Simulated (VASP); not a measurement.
# GaGe₃: restarted molecular dynamics, 2 variants

GaGe₃, Fm-3m (no. 225), 16 atoms in the cell. PBE, molecular dynamics; PAW potentials Ge, Ga (PBE set).

| Restart from | Temperature at the end (K) | The same without a restart (K) | Potential energy at the end (eV/atom) | The same without a restart (eV/atom) | Electronic steps in the first step after the restart | Time (s) |
|---|---|---|---|---|---|---|
| CONTCAR with velocities, WAVECAR read | 427.0 | 427.0 | -3.86155 | -3.86155 | 4 | 288 |
| CONTCAR with velocities, no WAVECAR | 427.0 | 427.0 | -3.86155 | -3.86155 | 13 | 328 |

Limits: 180 fs of 16 atoms are too short for converged averages.

## Input of the first row

INCAR.step1:
```
  ALGO = Fast
  EDIFF = 1E-6
  ENCUT = 200
  GGA = PE
  IBRION = 0
  ISIF = 2
  ISMEAR = -1
  ISYM = 0
  KPAR = 2
  LASPH = T
  LCHARG = F
  LREAL = Auto
  LWAVE = T
  MDALGO = 4
  NELM = 60
  NELMIN = 4
  NHC_NCHAINS = 3
  NHC_PERIOD = 30
  NSW = 30
  POTIM = 3.0
  PREC = Normal
  RANDOM_SEED = 137302 0 0
  SIGMA = 0.05
  TEBEG = 600
```

INCAR.step2, as INCAR.step1 but for:
```
- LWAVE = T
+ LWAVE = F
```

KPOINTS:
```
k-points
0
Monkhorst-Pack
  2 2 2
```

POSCAR.step1:
```
GaGe3
1.0
    6.7743340000      0.0000000000      0.0000000000
    0.0000000000      6.7743340000      0.0000000000
    0.0000000000      0.0000000000      6.7743340000
Ge Ga
12 4
Direct
    0.5000000000      0.0000000000      0.0000000000
    0.2500000000      0.2500000000      0.7500000000
    0.2500000000      0.7500000000      0.7500000000
    0.5000000000      0.5000000000      0.5000000000
    0.2500000000      0.7500000000      0.2500000000
    0.2500000000      0.2500000000      0.2500000000
    0.0000000000      0.0000000000      0.5000000000
    0.7500000000      0.2500000000      0.2500000000
    0.7500000000      0.7500000000      0.2500000000
    0.0000000000      0.5000000000      0.0000000000
    0.7500000000      0.7500000000      0.7500000000
    0.7500000000      0.2500000000      0.7500000000
    0.0000000000      0.0000000000      0.0000000000
    0.0000000000      0.5000000000      0.5000000000
    0.5000000000      0.0000000000      0.5000000000
    0.5000000000      0.5000000000      0.0000000000
```

Commands (each step's output is kept before the next begins):
```
cat potpaw_PBE.64/Ge/POTCAR potpaw_PBE.64/Ga/POTCAR > POTCAR
cp INCAR.step1 INCAR
cp POSCAR.step1 POSCAR
mpirun -np 2 vasp_std > vasp.out
cp CONTCAR POSCAR
cp INCAR.step2 INCAR
mpirun -np 2 vasp_std > vasp.out
```

Changes of the last row against the first:
```
(step 1)
- LWAVE = True
+ LWAVE = False
```

VASP 6.6.1 took 288 s on 2 cores (AMD EPYC 7R13 (Zen 3)), a shared host.
